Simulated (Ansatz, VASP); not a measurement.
## TiBe2H6: VASP beside Ansatz

```xyz
9
Lattice="0.0000 3.1033 3.1033 3.1033 0.0000 3.1033 3.1033 3.1033 0.0000" Properties=species:S:1:pos:R:3 pbc="T T T"
Ti    0.0000    0.0000    0.0000
Be    4.6549    4.6549    4.6549
Be    1.5516    1.5516    1.5516
H     0.0000    1.5516    1.5516
H     3.1033    1.5516    1.5516
H     1.5516    0.0000    1.5516
H     1.5516    3.1033    1.5516
H     1.5516    1.5516    0.0000
H     1.5516    1.5516    3.1033
```

Change from the starting cell: ordered vacancies on the A sites of perovskite (Fm-3m, No. 225).

Alike in both runs: functional PBE; k mesh 10 × 10 × 10; occupations gaussian, width 0.1 eV; collinear spin.

Ansatz relaxed the structure, and its values are those at the end. VASP's run is a single point on that final structure, the one shown.

|  | VASP | Ansatz |
| --- | --- | --- |
| version | VASP 6.6.1 | Ansatz 0.2.0 |
| potentials or method | VASP PAW PBE potentials, release 64 (Ti_sv, Be, H) | scalar-relativistic, plane waves, PAW |
| plane-wave cutoff (eV) | 520 | 420 |
| valence electrons in the cell | 22 | 22 |

|  | VASP | Ansatz | Ansatz less VASP |
| --- | --- | --- | --- |
| gap on the k mesh at the Fermi level (eV) | none | none | - |
| pressure (GPa) | -1.4 | 0.0 | +1.47 |
| net moment per atom (μB) | 0.00 | 0.22 | +0.220 |
| size of the moment on the site where the two differ most (μB) | 0.00 | 1.22 | +1.223 |

The net moments differ so much that the two runs ended in different magnetic states, which moves the other rows too. Site moments also hang on the region over which each program counts them. A gap of «none» marks a metal or a gap that the smearing closes.
